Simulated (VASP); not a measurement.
Calculation: PBEsol GGA, VASP's PBE PAW potentials (set 64) (plane waves; VASP 6.6.1).

VASP input:

**INCAR**
```
# general
SYSTEM =TmB2
PREC   =Accurate
ENCUT  =600
LREAL  =.FALSE.
LASPH  =.TRUE.

# electronic loop
EDIFF  =1E-7
NELM   =100
ALGO   =Normal
LMAXMIX=6

# smearing
ISMEAR =1
SIGMA  =0.1

# functional
GGA    =PS

# ions
ISIF   =2

# output
LWAVE  =.FALSE.
LCHARG =.FALSE.
```

File POSCAR:
```
TmB2
1
    3.2373019419     0.0000000000     0.0000000000
   -1.6186509710     2.8035855621    -0.0560717112
    0.0000000000    -0.0746387969     3.7319398451
Tm B
1 2
Direct
  0.0000000000   0.0000000000   0.0000000000
  0.3333330000   0.6666670000   0.5000000000
  0.6666670000   0.3333330000   0.5000000000
```

File KPOINTS:
```
Automatic mesh
0
Gamma
10 10 8
0 0 0
```

POTCAR, in this order: Tm_3 B (PBE.64 set). Program: vasp_std.

Output

**OSZICAR**
```
       N       E                     dE             d eps       ncg     rms          rms(c)
DAV:   1     0.594444612508E+02    0.59444E+02   -0.74040E+03  5130   0.142E+03
DAV:   2    -0.168313867747E+02   -0.76276E+02   -0.72053E+02  5891   0.340E+02
DAV:   3    -0.218127266488E+02   -0.49813E+01   -0.46124E+01  7915   0.605E+01
DAV:   4    -0.219400670511E+02   -0.12734E+00   -0.12649E+00  7792   0.729E+00
DAV:   5    -0.219413731195E+02   -0.13061E-02   -0.13023E-02  6769   0.587E-01    0.308E+01
DAV:   6    -0.210983191708E+02    0.84305E+00   -0.20076E+00  8273   0.109E+01    0.214E+01
DAV:   7    -0.211273756547E+02   -0.29056E-01   -0.87564E-01  8321   0.739E+00    0.442E+00
DAV:   8    -0.210883411459E+02    0.39035E-01   -0.35745E-01  8285   0.474E+00    0.544E-01
DAV:   9    -0.210839553803E+02    0.43858E-02   -0.21715E-02  8252   0.126E+00    0.133E-01
DAV:  10    -0.210839662314E+02   -0.10851E-04   -0.44257E-04  6356   0.192E-01    0.147E-01
DAV:  11    -0.210839630190E+02    0.32123E-05   -0.17313E-05  8136   0.508E-02    0.166E-02
DAV:  12    -0.210839630614E+02   -0.42392E-07   -0.11920E-06  8182   0.995E-03    0.255E-03
DAV:  13    -0.210839631659E+02   -0.10447E-06   -0.62273E-08  4068   0.270E-03    0.134E-03
DAV:  14    -0.210839631548E+02    0.11117E-07   -0.32090E-08  3700   0.238E-03
   1 F= -.21083963E+02 E0= -.21083572E+02  d E =-.117265E-02
```

### OUTCAR
```
------------------------ aborting loop because EDIFF is reached ----------------------------------------
  FORCE on cell =-STRESS in cart. coord.  units (eV):
  Direction    XX          YY          ZZ          XY          YZ          ZX
  --------------------------------------------------------------------------------------
  Total        0.0361310      0.0683445      0.1690887     -0.0000000      1.5428373     -0.0000000
  in kB        1.7097502      3.2341212      8.0014249     -0.0000000     73.0083973     -0.0000000
  external PRESSURE =       4.3150987 kB  Pullay stress =       0.0000000 kB
  volume of cell :       33.86
      direct lattice vectors                 reciprocal lattice vectors
     3.237301942  0.000000000  0.000000000     0.308899206  0.178414416  0.003568288
    -1.618650971  2.803585562 -0.056071711     0.000000000  0.356828831  0.007136577
     0.000000000 -0.074638797  3.731939845     0.000000000  0.005361288  0.268064385
 POSITION                                       TOTAL-FORCE (eV/Angst)
 -----------------------------------------------------------------------------------
      0.00000      0.00000      0.00000        -0.000000     -0.000000      0.000000
     -0.00000      1.83174      1.82859        -0.000000      0.010849     -0.001177
      1.61865      0.89721      1.84728         0.000000     -0.010849      0.001177
 -----------------------------------------------------------------------------------
    total drift:                               -0.000000      0.000000      0.000000
  FREE ENERGIE OF THE ION-ELECTRON SYSTEM (eV)
  ---------------------------------------------------
  free  energy   TOTEN  =       -21.0839631548 eV

  energy  without entropy=      -21.0827905003  energy(sigma->0) =      -21.08357227
```
(Selected blocks of OUTCAR.)

**OUTCAR**
```
 val. band max:        4.7864597225   @ k =   0.0000  -0.3000   0.1250

 cond. band min:       4.7912313508   @ k =   0.0000   0.3000   0.5000


 Fermi energy:         4.7885787267

 k-point     1 :       0.0000    0.0000    0.0000
  band No.  band energies     occupation
      1     -18.8907      2.00000
      2     -18.3828      2.00000
      3     -18.3789      2.00000
      4      -6.4667      2.00000
      5       3.6619      2.00000
      6       3.9537      2.00000
      7       4.0350      2.00000
      8       4.0447      2.00000
      9      10.6946      0.00000
     10      10.7383      0.00000
     11      10.8852      0.00000

 k-point     2 :       0.1000   -0.0000   -0.0000
  band No.  band energies     occupation
      1     -18.8725      2.00000
      2     -18.4870      2.00000
      3     -18.4044      2.00000
      4      -6.2582      2.00000
      5       3.3959      2.00000
      6       3.5274      2.00000
      7       3.9966      2.00000
      8       4.2096      2.00000
      9       9.6353      0.00000
     10      10.3328      0.00000
     11      11.0396      0.00000

 k-point     3 :       0.2000   -0.0000   -0.0000
  band No.  band energies     occupation
      1     -18.8247      2.00000
      2     -18.7559      2.00000
      3     -18.4630      2.00000
      4      -5.6710      2.00000
      5       2.0543      2.00000
      6       3.1919      2.00000
      7       3.8268      2.00000
      8       4.7408      1.71486
      9       8.6030      0.00000
     10      10.2668      0.00000
     11      10.6845      0.00000

 k-point     4 :       0.3000   -0.0000    0.0000
  band No.  band energies     occupation
      1     -19.0692      2.00000
      2     -18.7645      2.00000
      3     -18.5343      2.00000
      4      -4.7868      2.00000
      5       0.5376      2.00000
      6       2.8657      2.00000
      7       3.5611      2.00000
      8       4.8103      0.64218
      9       8.9036      0.00000
...
```

The 4f electrons are frozen in the core of the lanthanide potential, so 4f levels, which can set the real gap, and their magnetism are missing.

The structure comes from a computed database's TmB2 entry (P6/mmm); how it stands against other phases isn't given here. This cell was strained or had an atom moved on purpose. The electron count is odd and the run is not spin-polarised, which forces a metal.
